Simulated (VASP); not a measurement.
# YSi2Ir2: structure and properties in VASP

Wanted: the relaxed cell of YSi2Ir2 and its properties. The steps: full relaxation (LDA), second relaxation, density, ELF and potential (LDA), bands along the symmetry lines (LDA), total and projected DOS (LDA), volume scan with LDA and fit for LDA. The start is a computed cell from the Materials Project.

Program: VASP 6.6.1. Level of theory: LDA; plane waves and PAW (Y_sv, Si, Ir). Results are calculated unless marked as measured.

### Step 1. Set-up

Before any relaxation, the start is as follows. Symmetry: I4/mmm, No. 139, tetragonal system. Conventional cell: a = 4.068 Å, b = 4.068 Å, c = 9.926 Å, α = 90.00°, β = 90.00°, γ = 90.00°. Nearest to Y lie 10 Si at 3.12 to 3.75 Å and 8 Ir at 3.21 Å. Nearest to Si lie 4 Ir at 2.40 Å and 1 Si at 2.42 Å and 5 Y at 3.12 to 3.75 Å. Nearest to Ir lie 4 Si at 2.40 Å and 4 Ir at 2.88 Å and 4 Y at 3.21 Å. Farther neighbours are not listed.

### Step 2. Full relaxation (LDA)

Properties are meant for the cell that this level of theory prefers, so cell and atoms are relaxed first (ISIF = 3) until forces and stress are small; EDIFFG sets the threshold. LDA, the lowest rung, knows the local density alone.

The input, INCAR:

```
SYSTEM = YSi2Ir2
PREC = Accurate
ENCUT = 400
EDIFF = 1E-06
NELM = 100
ISMEAR = 1
SIGMA = 0.2
LREAL = .FALSE.
ALGO = Normal
GGA = CA
NBANDS = 24
LASPH = .TRUE.
LORBIT = 11
LWAVE = .FALSE.
LCHARG = .FALSE.
KPAR = 4
IBRION = 2
NSW = 60
ISIF = 3
EDIFFG = -0.01
```

The input, POSCAR:

```
YSi2Ir2
1.0
   -4.0681275848      0.0000000000      0.0000000000
    0.0000000000      4.0681275848      0.0000000000
    2.0340637924     -2.0340637924     -4.9628630930
Y Si Ir
1 2 2
Direct
    0.0000000000      0.0000000000      0.0000000000
    0.3780129400      0.3780129400      0.7560258800
    0.6219870600      0.6219870600      0.2439741200
    0.7500000000      0.2500000000      0.5000000000
    0.2500000000      0.7500000000      0.5000000000
```

The input, KPOINTS:

```
Automatic mesh
0
Gamma
5 5 5
0 0 0
```

The projector-augmented-wave data sets are Y_sv, Si and Ir (LDA family, release 64).

Started as:

```bash
> mpirun -np 4 vasp_std
```

Log:

```text
[banner, memory and clock lines left out]
running    4 mpi-ranks, on    1 nodes
 distrk:  each k-point on    1 cores,    4 groups
 distr:  one band on    1 cores,    1 groups

 POSCAR found type information on POSCAR Y SiIr
 POSCAR found :  3 types and       5 ions
 LDA part: xc-table for (Slater(with rela. corr.)+CA(PZ))
 , standard interpolation
 POSCAR, INCAR and KPOINTS ok, starting setup
 FFT: planning ... GRIDC
 FFT: planning ... GRID_SOFT
 FFT: planning ... GRID
 WAVECAR not read
 entering main loop
       N       E                     dE             d eps       ncg     rms          rms(c)
DAV:   1     0.219871059593E+03    0.21987E+03   -0.14335E+04   864   0.119E+03
DAV:   2    -0.283297754495E+02   -0.24820E+03   -0.23727E+03   864   0.356E+02
DAV:   3    -0.468319701398E+02   -0.18502E+02   -0.18105E+02  1256   0.803E+01
DAV:   4    -0.475692931059E+02   -0.73732E+00   -0.73576E+00  1376   0.176E+01
DAV:   5    -0.475821081366E+02   -0.12815E-01   -0.12812E-01  1216   0.190E+00    0.368E+01
DAV:   6    -0.456345921647E+02    0.19475E+01   -0.77644E+00  1408   0.234E+01    0.193E+01
DAV:   7    -0.453116988255E+02    0.32289E+00   -0.22027E+00  1416   0.996E+00    0.120E+01
DAV:   8    -0.452248311764E+02    0.86868E-01   -0.62235E-01  1328   0.689E+00    0.237E+00
DAV:   9    -0.452140527425E+02    0.10778E-01   -0.69988E-02  1240   0.180E+00    0.475E-01
DAV:  10    -0.452138110599E+02    0.24168E-03   -0.54389E-03  1344   0.590E-01    0.173E-01
DAV:  11    -0.452137637883E+02    0.47272E-04   -0.41393E-04  1328   0.147E-01    0.827E-02
DAV:  12    -0.452137594323E+02    0.43560E-05   -0.37484E-05  1264   0.505E-02    0.173E-02
DAV:  13    -0.452137591356E+02    0.29672E-06   -0.55124E-06  1128   0.157E-02
   1 F= -.45213759E+02 E0= -.45210453E+02  d E =-.452138E+02
 curvature:   0.00 expect dE= 0.000E+00 dE for cont linesearch  0.000E+00
 trial: gam= 0.00000 g(F)=  0.116E-04 g(S)=  0.275E+00 ort = 0.000E+00 (trialstep = 0.100E+01)
 search vector abs. value=  0.275E+00
 bond charge predicted
       N       E                     dE             d eps       ncg     rms          rms(c)
DAV:   1    -0.468758060260E+02   -0.16620E+01   -0.48714E+01   896   0.718E+01    0.167E+01
DAV:   2    -0.453294845657E+02    0.15463E+01   -0.78318E+00  1240   0.267E+01    0.328E+00
DAV:   3    -0.450815530764E+02    0.24793E+00   -0.79566E-01  1424   0.682E+00    0.223E+00
DAV:   4    -0.450387211249E+02    0.42832E-01   -0.25574E-01  1448   0.286E+00    0.229E+00
DAV:   5    -0.450476241807E+02   -0.89031E-02   -0.18751E-02  1152   0.724E-01    0.120E+00
DAV:   6    -0.450531787032E+02   -0.55545E-02   -0.30831E-02  1536   0.509E-01    0.207E-01
DAV:   7    -0.450531799387E+02   -0.12354E-05   -0.98257E-04  1120   0.209E-01    0.139E-01
DAV:   8    -0.450537186396E+02   -0.53870E-03   -0.31602E-04  1072   0.141E-01    0.647E-02
DAV:   9    -0.450536989975E+02    0.19642E-04   -0.23727E-04  1408   0.567E-02    0.365E-02
DAV:  10    -0.450536997303E+02   -0.73281E-06   -0.35773E-06  1056   0.118E-02
   2 F= -.45053700E+02 E0= -.45050359E+02  d E =0.160059E+00
[...]
3 F= -.45260398E+02 E0= -.45257092E+02  d E =-.466393E-01
[...]
4 F= -.45260419E+02 E0= -.45257113E+02  d E =-.466594E-01
 curvature:  -0.15 expect dE=-0.127E-02 dE for cont linesearch -0.319E-06
 trial: gam= 0.02879 g(F)=  0.802E-02 g(S)=  0.656E-03 ort = 0.773E-03 (trialstep = 0.867E+00)
 search vector abs. value=  0.895E-02
 bond charge predicted
       N       E                     dE             d eps       ncg     rms          rms(c)
DAV:   1    -0.452652845547E+02   -0.48665E-02   -0.12746E-01   904   0.252E+00    0.291E-01
DAV:   2    -0.452644359918E+02    0.84856E-03   -0.67490E-03  1128   0.614E-01    0.134E-01
DAV:   3    -0.452641106215E+02    0.32537E-03   -0.74369E-04  1272   0.179E-01    0.110E-01
DAV:   4    -0.452640815471E+02    0.29074E-04   -0.28568E-04  1400   0.907E-02    0.855E-02
DAV:   5    -0.452640899926E+02   -0.84455E-05   -0.33490E-05  1208   0.376E-02    0.197E-02
DAV:   6    -0.452640874590E+02    0.25336E-05   -0.17953E-05  1584   0.259E-02    0.625E-03
DAV:   7    -0.452640875137E+02   -0.54745E-07   -0.98204E-07   760   0.670E-03
   5 F= -.45264088E+02 E0= -.45260487E+02  d E =-.366901E-02
 trial-energy change:   -0.003669  1 .order   -0.003660   -0.007543    0.000223
 step:   0.8419(harm=  0.8419)  dis= 0.01170  next Energy=   -45.264082 (dE=-0.366E-02)
 reached required accuracy - stopping structural energy minimisation
```

The job ended after 36 s (4 MPI ranks of Intel Xeon Platinum 8259CL at 2.50GHz (Skylake/Cascade Lake), shared host; peak memory 0.71 GiB; 2.3 min of CPU time).

Lines that name or quote the potential files are left out of all logs, and their timing lines are given in words.

Parts of OUTCAR (step 2):

```text
ion  position               nearest neighbor table
   1  0.000  0.000  0.000-   2 3.12   3 3.12   3 3.12   3 3.12   2 3.12   2 3.12   3 3.12   2 3.12
                             5 3.21   4 3.21   5 3.21   4 3.21   4 3.21   5 3.21   5 3.21   4 3.21
   2  0.378  0.378  0.756-   5 2.40   4 2.40   4 2.40   5 2.40   3 2.42   1 3.12   1 3.12   1 3.12
                             1 3.12   1 3.75
   3  0.622  0.622  0.244-   5 2.40   4 2.40   4 2.40   5 2.40   2 2.42   1 3.12   1 3.12   1 3.12
                             1 3.12   1 3.75
   4  0.750  0.250  0.500-   2 2.40   3 2.40   3 2.40   2 2.40   5 2.88   5 2.88   5 2.88   5 2.88
                             1 3.21   1 3.21   1 3.21   1 3.21
   5  0.250  0.750  0.500-   2 2.40   3 2.40   3 2.40   2 2.40   4 2.88   4 2.88   4 2.88   4 2.88
                             1 3.21   1 3.21   1 3.21   1 3.21

  LATTYP: Found a body centered tetragonal cell.
 ALAT       =     4.0681275848
 C/A-ratio  =     2.4398758345

 Subroutine GETGRP returns: Found 16 space group operations
 (whereof 16 operations were pure point group operations)

The static configuration has the point symmetry D_4h.

 Found     18 irreducible k-points:

   k-points           NKPTS =     18   k-points in BZ     NKDIM =     18   number of bands    NBANDS=     24

   dimension x,y,z NGX =    28 NGY =   28 NGZ =   40
   dimension x,y,z NGXF=    56 NGYF=   56 NGZF=   80

   ENCUT  =  400.0 eV  29.40 Ry    5.42 a.u.   6.63  6.63  9.35*2*pi/ulx,y,z

   NELECT =      37.0000    total number of electrons

 k-points in reciprocal lattice and weights: Automatic mesh
   0.00000000  0.00000000  0.00000000       0.008
   0.20000000  0.00000000 -0.00000000       0.064
   0.40000000  0.00000000  0.00000000       0.064
   0.20000000  0.20000000 -0.00000000       0.064
   0.40000000  0.20000000  0.00000000       0.128
  -0.40000000  0.20000000 -0.00000000       0.128
  -0.20000000  0.20000000  0.00000000       0.032
   0.40000000  0.40000000  0.00000000       0.064
  -0.40000000  0.40000000  0.00000000       0.032
[...]
0.00000000  0.00000000  0.40000000       0.016
   0.20000000  0.00000000  0.40000000       0.032

 average (electrostatic) potential at core
       1 -31.7300       2 -82.4159       3 -82.4159       4 -50.1881       5 -50.1881

 E-fermi :   8.5359

 k-point     1 :       0.0000    0.0000    0.0000
  band No.  band energies     occupation
    ...
     15       6.3925      2.00000
     16       7.4454      2.00000
     17       7.4454      2.00000
     18       7.4976      2.00000
     19       7.8893      2.00005
     20       9.3279     -0.00000
     21      10.9290     -0.00000
     22      10.9290     -0.00000
     23      11.1850     -0.00000
     24      12.2123     -0.00000

 k-point     2 :       0.2000    0.0000   -0.0000
  band No.  band energies     occupation
    ...
     15       6.6956      2.00000
     16       6.7899      2.00000
     17       6.9739      2.00000
     18       7.2180      2.00000
     19       8.0558      2.00357
     20       9.2971     -0.00000
     21      10.0038     -0.00000
     22      10.5823     -0.00000
     23      12.8944      0.00000
     24      13.2557      0.00000

 k-point     3 :       0.4000    0.0000    0.0000
  band No.  band energies     occupation
    ...
     15       5.6004      2.00000
     16       5.7784      2.00000
     17       6.1829      2.00000
     18       7.0991      2.00000
     19       8.5376      0.98555
     20       9.6192     -0.00000
     21      11.1004     -0.00000
     22      11.1710     -0.00000
     23      12.4660     -0.00000
     24      13.1699      0.00000

  Total        0.0102930      0.0102930     -0.0220758      0.0000000      0.0000000     -0.0000000
  in kB        0.2072075      0.2072075     -0.4444046      0.0000000      0.0000000     -0.0000000
  external PRESSURE =      -0.0099965 kB  Pullay stress =       0.0000000 kB

  energy-cutoff  :      400.00
  volume of cell :       79.59
      direct lattice vectors                 reciprocal lattice vectors
    -4.017422864 -0.000000000 -0.000000000    -0.248915793  0.000000000 -0.101394918
     0.000000000  4.017422864  0.000000000     0.000000000  0.248915793 -0.101394918
     2.008711432 -2.008711432 -4.931213597     0.000000000  0.000000000 -0.202789837

 POSITION                                       TOTAL-FORCE (eV/Angst)
 -----------------------------------------------------------------------------------
      2.00871      2.00871     -4.93121        -0.000000      0.000000     -0.000000
      0.00000     -0.00000     -3.74002        -0.000000      0.000000      0.006694
     -2.00871      2.00871     -1.19119         0.000000     -0.000000     -0.006694
     -2.00871      0.00000     -2.46561        -0.000000      0.000000     -0.000000
      0.00000      2.00871     -2.46561         0.000000     -0.000000      0.000000
 -----------------------------------------------------------------------------------
    total drift:                               -0.000000      0.000000     -0.000000

  FREE ENERGIE OF THE ION-ELECTRON SYSTEM (eV)
  ---------------------------------------------------
  free  energy   TOTEN  =       -45.2640875137 eV

  energy  without entropy=      -45.2532849343  energy(sigma->0) =      -45.26048665

 reached required accuracy - stopping structural energy minimisation

 total charge
# of ion       s       p       d       f       tot
--------------------------------------------------
    1        2.177   6.392   1.047   0.051   9.666
    2        0.740   0.952   0.000   0.000   1.693
    3        0.740   0.952   0.000   0.000   1.693
    4        0.687   0.754   7.263   0.000   8.704
    5        0.687   0.754   7.263   0.000   8.704
--------------------------------------------------
tot          5.031   9.805  15.574   0.051  30.460

[... 3 further parts left out ...]
```

CONTCAR:

```
YSi2Ir2
   1.00000000000000
    -4.0174228642717180   -0.0000000000000000   -0.0000000000000000
     0.0000000000000000    4.0174228642717180    0.0000000000000000
     2.0087114321358590   -2.0087114321358590   -4.9312135971405047
  Y               Si              Ir
     1     2     2
Direct
     0.0000000000000000    1.0000000000000000    1.0000000000000000
     0.3792189319758651    0.3792189319758651    0.7584378639517373
     0.6207810680241350    0.6207810680241350    0.2415621360482628
     0.7500000000000000    0.2500000000000000    0.5000000000000000
     0.2500000000000000    0.7500000000000000    0.5000000000000000
```

This run has no spin polarisation. Its electron count is odd, so without a moment it is a metal by construction. The k-mesh is coarse for a metal. The run keeps the 16 symmetry operations of its start, so it cannot find a distortion of lower symmetry.

Relaxation path:

| step | energy less that of the first step (eV) | largest force (eV/Å) | pressure (GPa) | volume (Å³) |
| --- | --- | --- | --- | --- |
| 1 | 0.0000 | 0.0110 | -5.94 | 82.13 |
| 2 | 0.1601 | 1.0103 | 14.88 | 75.10 |
| 3 | -0.0466 | 0.2823 | -0.09 | 79.79 |
| 4 | -0.0467 | 0.2884 | 0.02 | 79.74 |
| 5 | -0.0503 | 0.0067 | 0.00 | 79.59 |

| conventional cell, symmetrised | before | after | change |
| --- | --- | --- | --- |
| a (Å) | 4.068 | 4.017 | -1.2 % |
| b (Å) | 4.068 | 4.017 | -1.2 % |
| c (Å) | 9.926 | 9.862 | -0.6 % |
| volume (Å³/atom) | 16.43 | 15.92 | -3.1 % |

The atoms that moved most (Å, as changes of fractional coordinates times the final cell):

| atom | dx | dy | dz | length |
| --- | --- | --- | --- | --- |
| Si2 | 0.000 | 0.000 | -0.012 | 0.012 |
| Si3 | 0.000 | 0.000 | 0.012 | 0.012 |

Final coordinates:

```xyz
5
Lattice="-4.0174 0.0000 0.0000 0.0000 4.0174 0.0000 2.0087 -2.0087 -4.9312" Properties=species:S:1:pos:R:3 pbc="T T T"
Y     0.0000    0.0000    0.0000
Si    0.0000    0.0000   -3.7400
Si   -2.0087    2.0087   -1.1912
Ir   -2.0087    0.0000   -2.4656
Ir    0.0000    2.0087   -2.4656
```

This step gave:

```
electrons                       : 37
bands                           : 24
irreducible k-points            : 18
symmetry operations             : 16
free energy (TOTEN)             : -45.26 eV
energy at zero smearing         : -45.26 eV
Fermi energy                    : 8.536 eV
pressure                        : -1.00e-3 GPa
metallic                        : yes
SCF cycles over all ionic steps : 45
```

It ends with a largest force of 0.007 eV/Å and a pressure of 0.00 GPa.

### Step 3. Second relaxation

A relaxation keeps the plane waves of the cell it began with, so it is repeated from the new cell, on a basis made for it.

INCAR is that of step 2.

The input, POSCAR:

```
YSi2Ir2
1.0
   -4.0174228643      0.0000000000      0.0000000000
    0.0000000000      4.0174228643      0.0000000000
    2.0087114321     -2.0087114321     -4.9312135971
Y Si Ir
1 2 2
Direct
    0.0000000000      0.0000000000      0.0000000000
    0.3792189320      0.3792189320      0.7584378640
    0.6207810680      0.6207810680      0.2415621360
    0.7500000000      0.2500000000      0.5000000000
    0.2500000000      0.7500000000      0.5000000000
```

KPOINTS is that of step 2.

Started as:

```bash
> mpirun -np 4 vasp_std
```

Log:

```text
[... set-up lines as in an earlier step ...]
 entering main loop
       N       E                     dE             d eps       ncg     rms          rms(c)
DAV:   1     0.231911929593E+03    0.23191E+03   -0.14372E+04   864   0.120E+03
DAV:   2    -0.289687612872E+02   -0.26088E+03   -0.24945E+03   872   0.365E+02
DAV:   3    -0.469188580936E+02   -0.17950E+02   -0.17367E+02  1280   0.804E+01
DAV:   4    -0.476278856788E+02   -0.70903E+00   -0.70746E+00  1344   0.170E+01
DAV:   5    -0.476412903004E+02   -0.13405E-01   -0.13402E-01  1288   0.179E+00    0.392E+01
DAV:   6    -0.456810148369E+02    0.19603E+01   -0.76937E+00  1416   0.234E+01    0.204E+01
DAV:   7    -0.453604036157E+02    0.32061E+00   -0.21439E+00  1408   0.989E+00    0.123E+01
DAV:   8    -0.452749338383E+02    0.85470E-01   -0.62074E-01  1328   0.696E+00    0.233E+00
DAV:   9    -0.452636127612E+02    0.11321E-01   -0.70347E-02  1264   0.190E+00    0.471E-01
DAV:  10    -0.452634387558E+02    0.17401E-03   -0.48646E-03  1320   0.546E-01    0.178E-01
DAV:  11    -0.452633934006E+02    0.45355E-04   -0.38342E-04  1312   0.140E-01    0.849E-02
DAV:  12    -0.452633887528E+02    0.46478E-05   -0.37417E-05  1216   0.484E-02    0.182E-02
DAV:  13    -0.452633886338E+02    0.11896E-06   -0.52645E-06  1184   0.155E-02
   1 F= -.45263389E+02 E0= -.45259788E+02  d E =-.452634E+02
 curvature:   0.00 expect dE= 0.000E+00 dE for cont linesearch  0.000E+00
 trial: gam= 0.00000 g(F)=  0.386E-05 g(S)=  0.723E-05 ort = 0.000E+00 (trialstep = 0.100E+01)
 search vector abs. value=  0.111E-04
 reached required accuracy - stopping structural energy minimisation
```

Elapsed: 10 s, on 4 MPI ranks; peak memory 0.68 GiB.

From OUTCAR (step 3):

```text
  LATTYP: Found a body centered tetragonal cell.
 ALAT       =     4.0174228643
 C/A-ratio  =     2.4549138907

The static configuration has the point symmetry D_4h.

 Found     18 irreducible k-points:

   ENCUT  =  400.0 eV  29.40 Ry    5.42 a.u.   6.55  6.55  9.28*2*pi/ulx,y,z

   NELECT =      37.0000    total number of electrons

 E-fermi :   8.5359

 k-point     1 :       0.0000    0.0000    0.0000
  band No.  band energies     occupation
    ...
     15       6.3924      2.00000
     16       7.4455      2.00000
     17       7.4455      2.00000
     18       7.4975      2.00000
     19       7.8895      2.00005
     20       9.3277     -0.00000
     21      10.9288     -0.00000
     22      10.9288     -0.00000
     23      11.1854     -0.00000
     24      12.2125     -0.00000

 k-point     2 :       0.2000    0.0000    0.0000
  band No.  band energies     occupation
    ...
     15       6.6955      2.00000
     16       6.7899      2.00000
     17       6.9738      2.00000
     18       7.2180      2.00000
     19       8.0559      2.00357
     20       9.2971     -0.00000
     21      10.0038     -0.00000
     22      10.5824     -0.00000
     23      12.8946      0.00000
     24      13.2487      0.00000

  Total        0.0034384      0.0034384     -0.0269422      0.0000000      0.0000000     -0.0000000
  in kB        0.0692172      0.0692172     -0.5423692      0.0000000      0.0000000     -0.0000000
  external PRESSURE =      -0.1346449 kB  Pullay stress =       0.0000000 kB

  energy-cutoff  :      400.00
  volume of cell :       79.59
      direct lattice vectors                 reciprocal lattice vectors
    -4.017422864  0.000000000  0.000000000    -0.248915793  0.000000000 -0.101394918
     0.000000000  4.017422864  0.000000000     0.000000000  0.248915793 -0.101394918
     2.008711432 -2.008711432 -4.931213597     0.000000000  0.000000000 -0.202789837

 POSITION                                       TOTAL-FORCE (eV/Angst)
 -----------------------------------------------------------------------------------
      0.00000      0.00000      0.00000         0.000000      0.000000      0.000000
     -0.00000      0.00000     -3.74002         0.000000     -0.000000      0.006329
     -2.00871      2.00871     -1.19119        -0.000000      0.000000     -0.006329
     -2.00871      0.00000     -2.46561         0.000000     -0.000000     -0.000000
     -0.00000      2.00871     -2.46561        -0.000000      0.000000      0.000000
 -----------------------------------------------------------------------------------
    total drift:                               -0.000000      0.000000     -0.000000

  FREE ENERGIE OF THE ION-ELECTRON SYSTEM (eV)
  ---------------------------------------------------
  free  energy   TOTEN  =       -45.2633886338 eV

  energy  without entropy=      -45.2525854832  energy(sigma->0) =      -45.25978758

 total charge
# of ion       s       p       d       f       tot
--------------------------------------------------
    1        2.177   6.391   1.047   0.051   9.666
    2        0.740   0.952   0.000   0.000   1.693
    3        0.740   0.952   0.000   0.000   1.693
    4        0.687   0.754   7.263   0.000   8.704
    5        0.687   0.754   7.263   0.000   8.704
--------------------------------------------------
tot          5.031   9.804  15.574   0.051  30.460

[... 4 parts as in an earlier step ...]

[... 7 further parts left out ...]
```

Little changed from the start: no atom moved by 0.005 Å and no cell edge by 0.1 %.

This step gave:

| Item | Value |
| --- | --- |
| pressure | -0.01346 GPa |
| SCF cycles over all ionic steps | 13 |

It ends with a largest force of 0.006 eV/Å and a pressure of -0.01 GPa. The volume moved by under 0.01 %: the run met its threshold at the first step.

(Part 1 of 4 ends here.)

[Lines on the potential files, build, host, timing and source positions are cut from VASP's logs without a mark.]

[Logs are printed without paths, hosts, clocks, repeated set-up lines and the standing remarks that a program may print on its own settings, such as how far it seeks lower states.]

[Hosts, paths, dates, database ids (printed as entryN), source tags and the programs' standing remarks are cut or masked in the printed files.]

[A measured line is paired with the nearest computed mode of its activity, which favours agreement.]
